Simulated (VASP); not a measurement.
# MgCd2Te3 (I-4m2) in VASP: phonons with PBE

Aim: the phonons of MgCd2Te3 with PBE.

All numbers are computed with VASP 6.6.1; they aren't measurements. Logs are shortened: lines on timing, memory, paths and dates and some standing lists are left out, and cuts for length are marked.

## Step 1: The crystal as given

The structure is tetragonal, space group I-4m2 (No. 119). The conventional cell has a = 4.659 Å, b = 4.659 Å, c = 19.708 Å, α = 90.00°, β = 90.00°, γ = 90.00°. Mg (site symmetry -4m2) is surrounded by 4 Te at 2.82 Å. Cd (site symmetry 2mm) has 4 Te at 2.86 to 2.87 Å as nearest neighbours. Te (site symmetry 2mm) is surrounded by 2 Mg at 2.82 Å and 2 Cd at 2.87 Å. Te (site symmetry -4m2) has 4 Cd at 2.86 Å as nearest neighbours.

The cell was built by a generator and needn't be a form met in nature.

## Step 2: Phonons, PBE

POSCAR

```
MgCd2Te3
1.0
   -2.3297000000      2.3297000000      9.8539400000
    2.3297000000     -2.3297000000      9.8539400000
    2.3297000000      2.3297000000     -9.8539400000
Mg Cd Te
1 2 3
Direct
    0.0000000000      0.0000000000      0.0000000000
    0.3344760000      0.3344760000      0.0000000000
    0.6655240000      0.6655240000      0.0000000000
    0.9193660000      0.4193660000      0.5000000000
    0.5806340000      0.0806340000      0.5000000000
    0.2500000000      0.7500000000      0.5000000000
```

INCAR.step1

```
SYSTEM = MgCd2Te3
PREC     = Accurate       ! precision mode
ENCUT    = 520            ! plane-wave cutoff, eV
EDIFF    = 1E-8           ! SCF threshold, eV
ISMEAR   = 0              ! smearing method
SIGMA    = 0.03           ! smearing width, eV
LREAL    = .FALSE.        ! projectors in reciprocal space
LASPH    = .TRUE.         ! aspherical terms in the spheres
NELM     = 60             ! most SCF steps
ALGO     = Normal         ! electronic algorithm
ISIF     = 3              ! what is computed and relaxed
LWAVE    = .FALSE.        ! write WAVECAR
LCHARG   = .FALSE.        ! write CHGCAR
GGA      = PE             ! functional
KPAR     = 8            
IBRION   = 2              ! ionic algorithm
NSW      = 40             ! ionic steps
EDIFFG   = -0.002         ! ionic threshold
```

INCAR.step2

```
SYSTEM = MgCd2Te3
PREC     = Accurate       ! precision mode
ENCUT    = 520            ! plane-wave cutoff, eV
EDIFF    = 1E-8           ! SCF threshold, eV
ISMEAR   = 0              ! smearing method
SIGMA    = 0.03           ! smearing width, eV
LREAL    = .FALSE.        ! projectors in reciprocal space
LASPH    = .TRUE.         ! aspherical terms in the spheres
NELM     = 60             ! most SCF steps
ALGO     = Normal         ! electronic algorithm
ISIF     = 2              ! what is computed and relaxed
LWAVE    = .FALSE.        ! write WAVECAR
LCHARG   = .FALSE.        ! write CHGCAR
GGA      = PE             ! functional
KPAR     = 8            
IBRION   = 6              ! ionic algorithm
NFREE    = 2            
POTIM    = 0.015          ! step
NSW      = 1              ! ionic steps
```

KPOINTS

```
regular mesh
0
G
  7 7 7
  0 0 0
```

Potentials or basis: VASP PAW PBE potentials, release 64 (Mg, Cd, Te).

On the command line:

```bash
cat potpaw_PBE.64/Mg/POTCAR potpaw_PBE.64/Cd/POTCAR potpaw_PBE.64/Te/POTCAR > POTCAR
cp INCAR.step1 INCAR
mpirun -np 8 vasp_std > vasp.out
cp CONTCAR POSCAR
cp INCAR.step2 INCAR
mpirun -np 8 vasp_std > vasp.out
```

OUTCAR:

```text
SYSTEM = MgCd2Te3
   PREC = Accurate
   ENCUT = 520
   EDIFF = 1E-8
   ISMEAR = 0
   LREAL = .FALSE.
   LASPH = .TRUE.
   NELM = 60
   ISIF = 2
   GGA = PE
   IBRION = 6
   NFREE = 2
   POTIM = 0.015
   NSW = 1

 ion  position               nearest neighbor table
   1  0.000  0.000  0.000-   5 2.82   4 2.82   5 2.82   4 2.82
   2  0.334  0.334  0.000-   6 2.86   6 2.86   4 2.87   4 2.87
   3  0.666  0.666  0.000-   6 2.86   6 2.86   5 2.87   5 2.87
   4  0.919  0.419  0.500-   1 2.82   1 2.82   2 2.87   2 2.87
   5  0.581  0.081  0.500-   1 2.82   1 2.82   3 2.87   3 2.87
   6  0.250  0.750  0.500-   2 2.86   3 2.86   2 2.86   3 2.86

  LATTYP: Found a body centered tetragonal cell.
 ALAT       =     4.6627087445
 C/A-ratio  =     4.2260735537

  Lattice vectors:

 A1 = (  -2.3313543723,   2.3313543723,   9.8524750568)
 A2 = (   2.3313543723,  -2.3313543723,   9.8524750568)
 A3 = (   2.3313543723,   2.3313543723,  -9.8524750568)

Analysis of symmetry for initial positions (statically):
=====================================================================
 Subroutine PRICEL returns:
 Original cell was already a primitive cell.

 Routine SETGRP: Setting up the symmetry group for a
 body centered tetragonal supercell.

 Subroutine GETGRP returns: Found  8 space group operations
 (whereof  8 operations were pure point group operations)
 out of a pool of 16 trial point group operations.

The static configuration has the point symmetry D_2d.

Analysis of symmetry for dynamics (positions and initial velocities):
=====================================================================
 Subroutine PRICEL returns:
 Original cell was already a primitive cell.

 Routine SETGRP: Setting up the symmetry group for a
 body centered tetragonal supercell.

 Subroutine GETGRP returns: Found  8 space group operations
 (whereof  8 operations were pure point group operations)
 out of a pool of 16 trial point group operations.

The dynamic configuration has the point symmetry D_2d.

 Subroutine INISYM returns: Found  8 space group operations
 (whereof  8 operations are pure point group operations),
 and found     1 'primitive' translations

----------------------------------------------------------------------------------------

                                     Primitive cell

  volume of cell :     214.2012

  direct lattice vectors                    reciprocal lattice vectors
    -2.331354372  2.331354372  9.852475057     0.000000000  0.214467610  0.050748669
     2.331354372 -2.331354372  9.852475057     0.214467610  0.000000000  0.050748669
     2.331354372  2.331354372 -9.852475057     0.214467610  0.214467610  0.000000000

  length of vectors
    10.389499081 10.389499081 10.389499081     0.220390070  0.220390070  0.303303003

  position of ions in fractional coordinates (direct lattice)
     0.000000000  0.000000000  0.000000000
     0.334482350  0.334482350  0.000000000
     0.665517650  0.665517650  0.000000000
     0.919372995  0.419372995  0.500000000
     0.580627005  0.080627005  0.500000000
     0.250000000  0.750000000  0.500000000

  ion indices of the primitive-cell ions
   primitive index   ion index
                 1           1
                 2           2
                 3           3
                 4           4
                 5           5
                 6           6

----------------------------------------------------------------------------------------

 KPOINTS: regular mesh

Automatic generation of k-mesh.
 Grid dimensions read from file:
 generate k-points for:    7    7    7

 Generating k-lattice:

  Cartesian coordinates                     Fractional coordinates (reciprocal lattice)
[... 69 lines left out ...]
   TEBEG  =    0.0;   TEEND  =   0.0 temperature during run
   PSTRESS=    0.0 pullay stress
   NELECT =      44.0000    total number of electrons
   NUPDOWN=      -1.0000    fix difference up-down
   EMIN   =  10.00;   EMAX   =-10.00  energy-range for DOS
   EFERMI =   0.00;   METHOD = LEGACY
   ISMEAR =     0;   SIGMA  =   0.03  broadening in eV -4-tet -1-fermi 0-gaus
   EFERMI_NEDOS =   21; number of points for ismear=-14 and -15
   IALGO  =     38    algorithm
   IMIX   =      4    mixing-type and parameters
     AMIX     =   0.40;   BMIX     =  1.00
     AMIX_MAG =   1.60;   BMIX_MAG =  1.00
  volume/ion in A,a.u.               =      35.70       240.92
  Fermi-wavevector in a.u.,A,eV,Ry     =   0.965944  1.825369 12.694875  0.933047
  Thomas-Fermi vector in A             =   2.095703
   LORBIT       =      0    0 simple, 1 ext, 2 COOP (PROOUT), +10 PAW based schemes
   GGA     = PE    functional components
   LHFCALC =     F    Hartree Fock is set to
   AEXX    =    0.0000 exact exchange contribution
   IVDW    =     0    specifies the selected vdW correction
   LEPSILON=     F    determine dielectric tensor
   LRPA    =     F    only Hartree local field effects (RPA)
 finite differences with symmetry
 non-spin polarized calculation
 Gauss-broadening in eV      SIGMA  =   0.03
  energy-cutoff  :      520.00
  volume of cell :      214.20
 maximum number of plane-waves:      5816
 NGX is ok and might be reduce to    80
   NGX = 39   NGY = 39   NGZ = 39

--------------------------------------- Ionic step        1  -------------------------------------------

 number of electron      44.0000004 magnetization

 Free energy of the ion-electron system (eV)
  ---------------------------------------------------
  ext. energy  EPLUGINS =         0.00000000
  ---------------------------------------------------
  free energy    TOTEN  =       -16.01664871 eV

  energy without entropy =      -16.01664871  energy(sigma->0) =      -16.01664871

------------------------ aborting loop because EDIFF is reached ----------------------------------------

  FORCE on cell =-STRESS in cart. coord.  units (eV):
  Direction    XX          YY          ZZ          XY          YZ          ZX
  --------------------------------------------------------------------------------------
  -------------------------------------------------------------------------------------
  Total        0.0012593      0.0012593     -0.0049885      0.0000000      0.0000000      0.0000000
  in kB        0.0094195      0.0094195     -0.0373129      0.0000000      0.0000000      0.0000000
  external PRESSURE =      -0.0061580 kB  Pullay stress =       0.0000000 kB
[... 101 lines left out ...]
  FREE ENERGIE OF THE ION-ELECTRON SYSTEM (eV)
  ---------------------------------------------------
  free  energy   TOTEN  =       -16.0162153015 eV

  energy  without entropy=      -16.0162153015  energy(sigma->0) =      -16.01621530

[... ionic steps 4 to 18 ...]

--------------------------------------- Ionic step       19  -------------------------------------------

 number of electron      44.0000004 magnetization

------------------------ aborting loop because EDIFF is reached ----------------------------------------
[... 75 lines left out ...]
--------------------------------------- Ionic step       21  -------------------------------------------

 number of electron      44.0000005 magnetization

 Free energy of the ion-electron system (eV)
  ---------------------------------------------------
  ext. energy  EPLUGINS =         0.00000000
  ---------------------------------------------------
  free energy    TOTEN  =       -16.01600662 eV

  energy without entropy =      -16.01600662  energy(sigma->0) =      -16.01600662

 E-fermi :   1.9048     XC(G=0):  -8.1280

 val. band max:        1.7810768313   @ k =   0.0000   0.0000   0.0000
 cond. band min:       2.8628654604   @ k =   0.0000   0.0000   0.0000
 fundamental gap:      1.0817886291
 Fermi energy:         1.9047848610

 k-point     1 :       0.0000    0.0000    0.0000
  band No.  band energies     occupation
      1      -8.8375      2.00000
      2      -8.5188      2.00000
      3      -8.3279      2.00000
      4      -6.1333      2.00000
      5      -6.1269      2.00000
      6      -6.0666      2.00000
[... 685 lines left out ...]
     25       5.4259      0.00000
     26       5.8526      0.00000

 [... further k-points ...]

------------------------ aborting loop because EDIFF is reached ----------------------------------------

  FORCE on cell =-STRESS in cart. coord.  units (eV):
  Direction    XX          YY          ZZ          XY          YZ          ZX
  --------------------------------------------------------------------------------------
  -------------------------------------------------------------------------------------
  Total       -0.0700283      0.0767815     -0.0046764      0.0000000      0.0000000      0.0000000
  in kB       -0.5237960      0.5743088     -0.0349784      0.0000000      0.0000000      0.0000000
  external PRESSURE =       0.0051781 kB  Pullay stress =       0.0000000 kB
[... 21 lines left out ...]
  FREE ENERGIE OF THE ION-ELECTRON SYSTEM (eV)
  ---------------------------------------------------
  free  energy   TOTEN  =       -16.0160066167 eV

  energy  without entropy=      -16.0160066167  energy(sigma->0) =      -16.01600662

 INTERNAL STRAIN TENSORS FROM DISPLACED ATOMS
 ============================================

 INTERNAL STRAIN TENSOR FOR ION    1 for displacements in x,y,z  (eV/Angst):
          X           Y           Z          XY          YZ          ZX
  --------------------------------------------------------------------------------
  x     0.00000     0.00000     0.00000     0.00000     0.00000    -4.71349
  y     0.00000     0.00000     0.00000     0.00000     4.71350     0.00000
  z    -4.41526     4.41526     0.00000     0.00000     0.00000     0.00000

 INTERNAL STRAIN TENSOR FOR ION    6 for displacements in x,y,z  (eV/Angst):
          X           Y           Z          XY          YZ          ZX
  --------------------------------------------------------------------------------
  x     0.00000     0.00000     0.00000     0.00000     0.00000     4.68175
  y     0.00000     0.00000     0.00000     0.00000    -4.68175     0.00000
  z     4.89449    -4.89449     0.00000     0.00000     0.00000     0.00000

 Eigenvectors and eigenvalues of the dynamical matrix
 ----------------------------------------------------

   1 f  =    7.546935 THz    47.418790 2PiTHz  251.738647 cm-1    31.211600 meV
             X         Y         Z           dx          dy          dz
      0.000000  0.000000  0.000000    -0.000000    0.000000    0.959181
      0.000000  0.000000  6.590958     0.000000    0.000000   -0.066276
      0.000000  0.000000 13.113992     0.000000    0.000000   -0.066276
      0.000000  2.331354  8.263724     0.000000    0.000000   -0.182105
      0.000000  2.331354  1.588751     0.000000    0.000000   -0.182105
      2.331354  0.000000  4.926238    -0.000000   -0.000000    0.069732
[... 145 lines left out ...]
  18 f/i=    0.003446 THz     0.021650 2PiTHz    0.114934 cm-1     0.014250 meV
             X         Y         Z           dx          dy          dz
      0.000000  0.000000  0.000000    -0.000000   -0.000000    0.196321
      0.000000  0.000000  6.590958    -0.000000   -0.000000    0.421258
      0.000000  0.000000 13.113992    -0.000000   -0.000000    0.421258
      0.000000  2.331354  8.263724    -0.000000   -0.000000    0.449762
      0.000000  2.331354  1.588751    -0.000000   -0.000000    0.449762
      2.331354  0.000000  4.926238    -0.000000   -0.000000    0.449412

 ELASTIC MODULI CONTR FROM IONIC RELAXATION (kBar)
 Direction    XX          YY          ZZ          XY          YZ          ZX
 --------------------------------------------------------------------------------
 XX        -129.5942    129.2389     -0.8157      0.0000      0.0000      0.0000
 YY         129.2389   -129.5942     -0.8157      0.0000     -0.0000     -0.0000
 ZZ          -0.8157     -0.8157     -3.7466      0.0000      0.0000      0.0000
 XY           0.0000      0.0000      0.0000      0.0000      0.0000      0.0000
 YZ           0.0000     -0.0000      0.0000      0.0000   -127.8454     -0.0000
 ZX           0.0000     -0.0000      0.0000      0.0000     -0.0000   -127.8453
 --------------------------------------------------------------------------------
```

It took 69 min on 8 MPI ranks of Intel Xeon Platinum 8559C (Emerald Rapids), shared host; peak memory 1.5 GiB.

What came out:

- Relaxed volume: 35.70 Å³/atom
- Relaxed cell: a = 10.389 Å, b = 10.389 Å, c = 10.389 Å, α = 154.07°, β = 154.07°, γ = 37.00°
- Space group after relaxing (to 0.05 Å): I-4m2 (No. 119)
- Highest phonon frequency at Γ, LO-TO splitting left out: 252 cm⁻¹

Final structure:
```
Mg Cd Te
1.0
    -2.33135    2.33135    9.85248
     2.33135   -2.33135    9.85248
     2.33135    2.33135   -9.85248
Mg Cd Te
1 2 3
Direct
  0.00000 0.00000 0.00000
  0.33448 0.33448 0.00000
  0.66552 0.66552 0.00000
  0.91937 0.41937 0.50000
  0.58063 0.08063 0.50000
  0.25000 0.75000 0.50000
```

Phonon frequencies in cm⁻¹ (negative: imaginary):
| q point | frequencies |
| --- | --- |
| (0.000, 0.000, 0.000) | 0 0 0 36 36 45 45 87 100 130 130 134 134 136 142 227 227 252 |

The run has no spin-orbit coupling, so splittings on Te are missing.
